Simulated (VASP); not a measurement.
Given:

```yaml
crystal:
  lattice:
    - [-1.61042, 1.61042, 1.61042]
    - [1.61042, -1.61042, 1.61042]
    - [1.61042, 1.61042, -1.61042]
  atoms:
    - { symbol: Nb, position: [0.00000, 0.00000, 0.00000] }
```

These are optB86b-vdW, VASP's PBE PAW potentials (set 64) (plane waves; VASP 6.6.1) values and carry that method's errors. Run with 520 eV cut-off, 16×16×16 Γ-centred mesh, first-order Methfessel-Paxton smearing of 0.10 eV, potentials Nb_sv.

Question: Predict the energy per atom (σ→0), pressure, band gap (on the k-mesh) with the smallest direct gap where there is one.

Answer: 
```yaml
band gap (on the k-mesh): none (metal, semimetal or under 0.01 eV)
energy per atom (σ→0): -728.4 kJ/mol-atom
pressure: 123.0 kbar
```

The compound is Nb in the bcc structure. This cell is one point of a volume scan, at 0.94 of the reference volume.
